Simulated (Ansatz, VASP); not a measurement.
## BaBr: VASP beside Ansatz

```
Ba Br
1.0
     4.22811    0.00000    0.00000
     0.00000    4.22811    0.00000
     0.00000    0.00000    4.22811
Ba Br
1 1
Direct
  0.00000 0.00000 0.00000
  0.50000 0.50000 0.50000
```

Change from the starting cell: species swapped into the GdIn type (Pm-3m, No. 221).

Alike in both runs: task single point; functional PBE; k mesh 4 × 4 × 4; occupations gaussian, width 0.1 eV; no spin polarisation.

|  | VASP | Ansatz |
| --- | --- | --- |
| version | VASP 6.6.1 | Ansatz 0.2.0 |
| potentials or method | VASP PAW PBE potentials, release 64 (Ba_sv, Br) | scalar-relativistic, plane waves, PAW |
| plane-wave cutoff (eV) | 520 | 420 |
| valence electrons in the cell | 17 | 17 |

```csv
,VASP,Ansatz,Ansatz less VASP
gap on the k mesh at the Fermi level (eV),none,none,-
pressure (GPa),-2.2,-2.4,-0.19
```

A gap of «none» marks a metal or a gap that the smearing closes.

Caveats: the k mesh is coarse (spacing up to 0.37 Å⁻¹), so the values aren't converged; an odd number of electrons without spin polarisation forces a metal; a magnetic or distorted state may lie lower. Spin-orbit coupling is left out, which matters for the levels of Ba.
